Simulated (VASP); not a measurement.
Level of theory: PBEsol GGA, VASP's PBE PAW potentials (set 64) (plane waves; VASP).

A VASP calculation is set up with these files.

**INCAR**
```
# general
SYSTEM =BAs
PREC   =Accurate
ENCUT  =620
LREAL  =.FALSE.
LASPH  =.TRUE.

# electronic loop
EDIFF  =1E-6
NELM   =100
ALGO   =Normal
LMAXMIX=4

# smearing
ISMEAR =0
SIGMA  =0.05

# functional
GGA    =PS

# ions
IBRION =2
NSW    =40
ISIF   =3
EDIFFG =-0.02
PSTRESS=200

# output
LWAVE  =.FALSE.
LCHARG =.FALSE.
```

File KPOINTS:
```
Automatic mesh
0
Gamma
10 10 10
0 0 0
```

### POSCAR
```
BAs
1
    0.0000000000     2.3396687785     2.3396687785
    2.3396687785     0.0000000000     2.3396687785
    2.3396687785     2.3396687785     0.0000000000
B As
1 1
Direct
  0.0000000000   0.0000000000   0.0000000000
  0.2500000000   0.2500000000   0.2500000000
```

POTCAR, in this order: B As (PBE.64 set). Program: vasp_std.

Energy and stress use the plane-wave basis of the starting cell.

Problem. What does the run give for the energy per atom (σ→0), volume per atom?

Solution. 
The energy per atom (σ→0) is -6.021 eV/atom and the volume per atom comes out as 12.19 Å³/atom.

**OSZICAR**
```
...
DAV:   1    -0.120843242638E+02   -0.32278E+00   -0.12996E+00   888   0.894E+00    0.118E+00
DAV:   2    -0.120530247423E+02    0.31300E-01   -0.45360E-02   768   0.139E+00    0.579E-01
DAV:   3    -0.120426017664E+02    0.10423E-01   -0.23530E-02   872   0.859E-01    0.184E-01
DAV:   4    -0.120420784395E+02    0.52333E-03   -0.96354E-04   920   0.215E-01    0.100E-01
DAV:   5    -0.120420271872E+02    0.51252E-04   -0.72669E-05  1008   0.594E-02    0.530E-02
DAV:   6    -0.120420254647E+02    0.17226E-05   -0.35321E-06   832   0.144E-02    0.270E-03
DAV:   7    -0.120420255504E+02   -0.85711E-07   -0.30384E-07   408   0.327E-03
   3 F= -.89994921E+01 E0= -.89994921E+01  d E =-.410398E-01
```

The structure was generated: BAs was put into the zinc blende type (F-43m), which need not be its known phase. This run relaxes it under an external pressure of 20 GPa. Symmetry was kept, so distortions that lower it aren't found.
